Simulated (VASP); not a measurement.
Level of theory: SCAN meta-GGA, VASP's PBE PAW potentials (set 64) (plane waves; VASP).

VASP input:

**INCAR**
```
ALGO = Normal
EDIFF = 1E-7
ENCUT = 520
ISIF = 2
ISMEAR = -5
LASPH = .True.
LCHARG = .False.
LMAXMIX = 6
LMIXTAU = .True.
LORBIT = 11
LREAL = .False.
LWAVE = .False.
METAGGA = SCAN
NEDOS = 601
NELM = 100
PREC = Accurate
SYSTEM = Hf
```

KPOINTS:
```
Automatic mesh
0
Gamma
15 15 8
0 0 0
```

File KPOINTS_OPT:
```
k-points along high-symmetry lines
6
Line-mode
Reciprocal
  0.000000   0.000000   0.000000 ! GAMMA
  0.000000   0.500000   0.000000 ! M

  0.000000   0.500000   0.000000 ! M
 -0.333333   0.666667   0.000000 ! K

 -0.333333   0.666667   0.000000 ! K
  0.000000   0.000000   0.000000 ! GAMMA

  0.000000   0.000000   0.000000 ! GAMMA
  0.000000   0.000000   0.500000 ! A

  0.000000   0.000000   0.500000 ! A
  0.000000   0.500000   0.500000 ! L

  0.000000   0.500000   0.500000 ! L
 -0.333333   0.666667   0.500000 ! H

 -0.333333   0.666667   0.500000 ! H
  0.000000   0.000000   0.500000 ! A

  0.000000   0.500000   0.500000 ! L
  0.000000   0.500000   0.000000 ! M

 -0.333333   0.666667   0.500000 ! H
 -0.333333   0.666667   0.000000 ! K
```

### POSCAR
```
Hf
1
    1.5805402173    -2.7375759228     0.0000000000
    1.5805402173     2.7375759228     0.0000000000
    0.0000000000     0.0000000000     4.9750772649
Hf
2
Direct
  0.3333330000   0.6666670000   0.2500000000
  0.6666670000   0.3333330000   0.7500000000
```

POTCAR, in this order: Hf_pv (PBE.64 set). Program: vasp_std.

The resulting files:

File OSZICAR:
```
       N       E                     dE             d eps       ncg     rms          rms(c)
DAV:   1    -0.628763312286E+02   -0.62876E+02   -0.12073E+04  3804   0.141E+03
DAV:   2    -0.129910181412E+03   -0.67034E+02   -0.66056E+02  4698   0.276E+02
DAV:   3    -0.131990929737E+03   -0.20807E+01   -0.20529E+01  5100   0.315E+01
DAV:   4    -0.132010925179E+03   -0.19995E-01   -0.19972E-01  4404   0.386E+00
DAV:   5    -0.132011228038E+03   -0.30286E-03   -0.30292E-03  5096   0.389E-01    0.706E+01
DAV:   6    -0.125998627263E+03    0.60126E+01   -0.94622E-01  3918   0.974E+00    0.404E+01
DAV:   7    -0.123908164585E+03    0.20905E+01   -0.24773E+00  4054   0.123E+01    0.663E+00
DAV:   8    -0.125667542154E+03   -0.17594E+01   -0.20800E+00  3948   0.111E+01    0.128E+01
DAV:   9    -0.125443935838E+03    0.22361E+00   -0.39541E-01  3804   0.822E+00    0.140E+00
DAV:  10    -0.125397967439E+03    0.45968E-01   -0.51532E-02  4188   0.359E+00    0.242E+00
DAV:  11    -0.125392843972E+03    0.51235E-02   -0.55898E-04  5022   0.253E-01    0.280E+00
DAV:  12    -0.125445868913E+03   -0.53025E-01   -0.16215E-01  3792   0.627E+00    0.251E-01
DAV:  13    -0.125445531606E+03    0.33731E-03   -0.54911E-04  5182   0.184E-01    0.264E-01
DAV:  14    -0.125444900630E+03    0.63098E-03   -0.14791E-03  3894   0.556E-01    0.305E-01
DAV:  15    -0.125443741860E+03    0.11588E-02   -0.64108E-05  4410   0.997E-02    0.300E-01
DAV:  16    -0.125442025344E+03    0.17165E-02   -0.63861E-03  3822   0.105E+00    0.586E-01
DAV:  17    -0.125449819385E+03   -0.77940E-02   -0.32454E-03  3942   0.670E-01    0.620E-01
DAV:  18    -0.125449831138E+03   -0.11753E-04   -0.17025E-04  5070   0.102E-01    0.576E-01
DAV:  19    -0.125448776895E+03    0.10542E-02   -0.32389E-04  3882   0.263E-01    0.583E-01
DAV:  20    -0.125446102913E+03    0.26740E-02   -0.20638E-03  3828   0.515E-01    0.454E-01
DAV:  21    -0.125449560308E+03   -0.34574E-02   -0.17938E-03  3840   0.539E-01    0.678E-01
DAV:  22    -0.125448701436E+03    0.85887E-03   -0.10008E-04  4218   0.130E-01    0.619E-01
DAV:  23    -0.125449216817E+03   -0.51538E-03   -0.43428E-04  3858   0.267E-01    0.459E-01
DAV:  24    -0.125448138835E+03    0.10780E-02   -0.24083E-04  3882   0.213E-01    0.349E-01
DAV:  25    -0.125448138442E+03    0.39310E-06   -0.17181E-04  3852   0.162E-01    0.410E-01
DAV:  26    -0.125447362446E+03    0.77600E-03   -0.45986E-03  3804   0.982E-01    0.502E-01
DAV:  27    -0.125446998979E+03    0.36347E-03   -0.18454E-03  3870   0.509E-01    0.316E-01
DAV:  28    -0.125447696702E+03   -0.69772E-03   -0.93664E-04  3810   0.436E-01    0.304E-01
DAV:  29    -0.125447935975E+03   -0.23927E-03   -0.35204E-04  4236   0.220E-01    0.229E-01
DAV:  30    -0.125447823389E+03    0.11259E-03   -0.19125E-04  3894   0.176E-01    0.222E-01
DAV:  31    -0.125447912112E+03   -0.88723E-04   -0.16743E-04  3828   0.166E-01    0.146E-01
DAV:  32    -0.125447871066E+03    0.41046E-04   -0.12823E-05  4746   0.492E-02    0.140E-01
DAV:  33    -0.125447881272E+03   -0.10206E-04   -0.59978E-06  3960   0.316E-02    0.116E-01
DAV:  34    -0.125447824918E+03    0.56354E-04   -0.17539E-05  3870   0.431E-02    0.630E-02
DAV:  35    -0.125447834031E+03   -0.91134E-05   -0.35452E-06  4104   0.213E-02    0.454E-02
DAV:  36    -0.125447823953E+03    0.10078E-04   -0.13259E-06  4032   0.147E-02    0.297E-02
DAV:  37    -0.125447831311E+03   -0.73579E-05   -0.10336E-06  3912   0.143E-02    0.170E-02
DAV:  38    -0.125447835233E+03   -0.39225E-05   -0.39471E-07  4008   0.908E-03    0.111E-02
DAV:  39    -0.125447833535E+03    0.16981E-05   -0.23142E-07  3918   0.700E-03    0.658E-03
DAV:  40    -0.125447836284E+03   -0.27485E-05   -0.11320E-07  2376   0.464E-03    0.278E-03
DAV:  41    -0.125447833552E+03    0.27316E-05   -0.62641E-08  2070   0.310E-03    0.159E-03
DAV:  42    -0.125447834718E+03   -0.11658E-05   -0.13287E-08  2034   0.134E-03    0.887E-04
DAV:  43    -0.125447835116E+03   -0.39823E-06   -0.37845E-09  2016   0.712E-04    0.359E-04
DAV:  44    -0.125447835008E+03    0.10780E-06   -0.12025E-09  2016   0.365E-04    0.238E-04
DAV:  45    -0.125447835064E+03   -0.55742E-07   -0.50280E-10  2016   0.246E-04
   1 F= -.12544784E+03 E0= -.12544784E+03  d E =0.000000E+00
       N       E                     dE             ncg
```

File OUTCAR:
```
------------------------ aborting loop because EDIFF is reached ----------------------------------------
  FORCE on cell =-STRESS in cart. coord.  units (eV):
  Direction    XX          YY          ZZ          XY          YZ          ZX
  --------------------------------------------------------------------------------------
  Total       -0.0527739     -0.0527739     -0.0016349      0.0000000      0.0000000     -0.0000000
  in kB       -1.9639397     -1.9639397     -0.0608426      0.0000000      0.0000000     -0.0000000
  external PRESSURE =      -1.3295740 kB  Pullay stress =       0.0000000 kB
  volume of cell :       43.05
      direct lattice vectors                 reciprocal lattice vectors
     1.580540217 -2.737575923  0.000000000     0.316347534 -0.182643336  0.000000000
     1.580540217  2.737575923  0.000000000     0.316347534  0.182643336  0.000000000
     0.000000000  0.000000000  4.975077265     0.000000000  0.000000000  0.201001903
 POSITION                                       TOTAL-FORCE (eV/Angst)
 -----------------------------------------------------------------------------------
      1.58054      0.91253      1.24377        -0.000000     -0.000000      0.000000
      1.58054     -0.91253      3.73131         0.000000      0.000000      0.000000
 -----------------------------------------------------------------------------------
    total drift:                                0.000000      0.000181     -0.000016
  FREE ENERGIE OF THE ION-ELECTRON SYSTEM (eV)
  ---------------------------------------------------
  free  energy   TOTEN  =      -125.4478350641 eV

  energy  without entropy=     -125.4478350641  energy(sigma->0) =     -125.44783506

 total charge

# of ion       s       p       d       tot
------------------------------------------
    1        0.356   6.426   1.593   8.375
    2        0.356   6.426   1.593   8.375
--------------------------------------------------
tot          0.713  12.851   3.187  16.751
```
(Selected blocks of OUTCAR.)

File OUTCAR:
```
 val. band max:        5.1067194316   @ k =   0.1333  -0.0000   0.0000

 cond. band min:       4.9814022976   @ k =   0.2667   0.2000   0.5000


 Fermi energy:         5.0286109393

 k-point     1 :       0.0000    0.0000    0.0000
  band No.  band energies     occupation
      1     -26.5215      2.00000
      2     -25.6279      2.00000
      3     -25.6278      2.00000
      4     -25.4698      2.00000
      5     -25.4697      2.00000
      6     -25.4412      2.00000
      7      -2.9678      2.00000
      8       0.9589      2.00000
      9       5.8435      0.00000
     10       6.2551      0.00000
     11       6.2552      0.00000
     12       6.5816      0.00000
     13       7.1616      0.00000
     14       7.1616      0.00000

 k-point     2 :       0.0667   -0.0000    0.0000
  band No.  band energies     occupation
      1     -26.5072      2.00000
      2     -25.6581      2.00000
      3     -25.6381      2.00000
      4     -25.5020      2.00000
      5     -25.4736      2.00000
      6     -25.4479      2.00000
      7      -2.8197      2.00000
      8       1.1039      2.00000
      9       5.6386     -0.10404
     10       5.8577      0.00000
     11       6.3926      0.00000
     12       6.8803      0.00000
     13       7.0101      0.00000
     14       7.2916      0.00000

 k-point     3 :       0.1333   -0.0000    0.0000
  band No.  band energies     occupation
      1     -26.4656      2.00000
      2     -25.7438      2.00000
      3     -25.6663      2.00000
      4     -25.5913      2.00000
      5     -25.4849      2.00000
      6     -25.4679      2.00000
      7      -2.3900      2.00000
      8       1.5093      2.00000
      9       5.1067      1.08218
     10       5.2564      0.17334
     11       6.5760      0.00000
     12       6.8002      0.00000
     13       7.2640      0.00000
     14       7.3445      0.00000

 k-point     4 :       0.2000    0.0000    0.0000
  band No.  band energies     occupation
...
```

For a metal the tetrahedron method with Blöchl corrections gives inexact stress and forces. Unless said otherwise, spin-orbit coupling is left out, though it shifts the bands of the heavy elements here.

The compound is Hf in the hcp structure. It was relaxed first.
